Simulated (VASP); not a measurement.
An input for Ansatz (written as the equivalent of a VASP run, and not itself run):

Ansatz 0.2 input:
```yaml
crystal:
  lattice:
    - [0.0000000, 2.9149292, 2.9149292]
    - [2.9149292, 0.0000000, 2.9149292]
    - [2.9149292, 2.9149292, 0.0000000]
  atoms:
    - { symbol: Hg, position: [0.0000000, 0.0000000, 0.0000000] }
    - { symbol: S, position: [0.2500000, 0.2500000, 0.2500000] }
kpoints:
  mp_grid: { grid: [10, 10, 10] }
hamiltonian:
  xc: lda
  pseudopotentials: { kind: paw }
scf:
  occupations: { method: methfessel_paxton, width: 0.1 }
  max_iter: 100
relax:
  max_steps: 30
  f_tol: 0.001
output: { forces: true, stress: true, eigenvalues: true }
```

Q: Translate this input to VASP (INCAR, KPOINTS, POSCAR, choice of POTCAR).

A: This is not unique; one that fits is 
POSCAR:
```
HgS
1
   -0.0000000000     2.9149292129     2.9149292129
    2.9149292129    -0.0000000000     2.9149292129
    2.9149292129     2.9149292129    -0.0000000000
Hg S
1 1
Direct
  0.0000000000   0.0000000000   0.0000000000
  0.2500000000   0.2500000000   0.2500000000
```

KPOINTS:
```
K-points
0
Gamma
10 10 10
```

INCAR:
```
! general
SYSTEM  = HgS
PREC    = Accurate
ENCUT   = 400
LREAL   = .FALSE.
LASPH   = .TRUE.

! electronic loop
EDIFF   = 1E-8
NELM    = 100
ALGO    = Normal
LMAXMIX = 6

! smearing
ISMEAR  = 1
SIGMA   = 0.1

! ions
IBRION  = 1
NSW     = 30
ISIF    = 2
EDIFFG  = -0.001

! output
LWAVE   = .FALSE.
LCHARG  = .FALSE.
```

POTCAR, in this order: Hg S (LDA.64 set). Program: vasp_std.

Limits of the translation: each code has its own PAW files, so the cut-off isn't converted (ENCUT is set for VASP's; basis.ecutwfc is left out, and Ansatz then takes the one that its files recommend); Ansatz stops its SCF on the density residual and VASP on the energy change (EDIFF); Ansatz's lda is the Perdew-Wang form, while the LDA potentials of VASP carry Perdew-Zunger's.

The compound is HgS in the zinc blende structure, metacinnabar; cinnabar is the stable form. It was relaxed first. The start is the result of an earlier pass.
